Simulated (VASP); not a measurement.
Consider the following.

```
CELL_PARAMETERS angstrom
      2.86280     0.00000     0.00000
      0.00000     2.86280     0.00000
      0.00000     0.00000     2.86280
ATOMIC_POSITIONS crystal
  Al 0.50000 0.50000 0.50000
  Ni 0.00000 0.00000 0.00000
```

These are PBEsol GGA with spin-orbit coupling, VASP's PBE PAW potentials (set 64) (plane waves; VASP) values and carry that method's errors. Run with 400 eV cut-off, 11×11×11 Γ-centred mesh, Gaussian smearing of 0.050 eV, potentials Al Ni.

Question: Give the energies of bands 5 to 18 at the high-symmetry points, in eV from the Fermi level.

Answer: 
```
band      Γ      X      M      R
----  -----  -----  -----  -----
5     -3.34  -2.85  -2.97  -4.15
6     -3.34  -2.85  -2.97  -4.15
7     -1.62  -2.35  -2.92  -1.00
8     -1.62  -2.35  -2.92  -1.00
9     -1.62  -2.26  -2.17  -1.00
10    -1.62  -2.26  -2.17  -1.00
11    -1.49  -1.48  -2.10   1.85
12    -1.49  -1.48  -2.10   1.85
13     5.47  -0.65  -1.03   2.00
14     5.47  -0.65  -1.03   2.00
15     5.61   8.31   1.49   2.00
16     5.61   8.31   1.49   2.00
17     5.61  10.02   2.59   3.88
18     5.61  10.02   2.59   3.88
```

It has no gap at this level: it comes out as a metal or semimetal.

The compound is NiAl in the CsCl type structure. It was relaxed first.
